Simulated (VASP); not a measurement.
```
Se
1.0
    2.05698    -3.56280     0.00000
    2.05698     3.56280     0.00000
    0.00000     0.00000     5.16733
Se
3
Direct
  0.00000   0.24621   0.66667
  0.75379   0.75379   0.00000
  0.24621   0.00000   0.33333
```

Calculation: rev-vdW-DF2, VASP's PBE PAW potentials (set 64) (plane waves; VASP). Run with 520 eV cut-off, 7×7×5 Γ-centred mesh, tetrahedra with Blöchl corrections, potentials Se.

Task: Predict the energy per atom (σ→0).

Result: 
```
Quantity                        Value
---------------------  --------------
energy per atom (σ→0)  -2.118 eV/atom
```

Total energies compare only between runs with the same potentials, cut-off and functional.

The compound is Se in the trig structure. It was relaxed first, which changed the volume by -7 %.
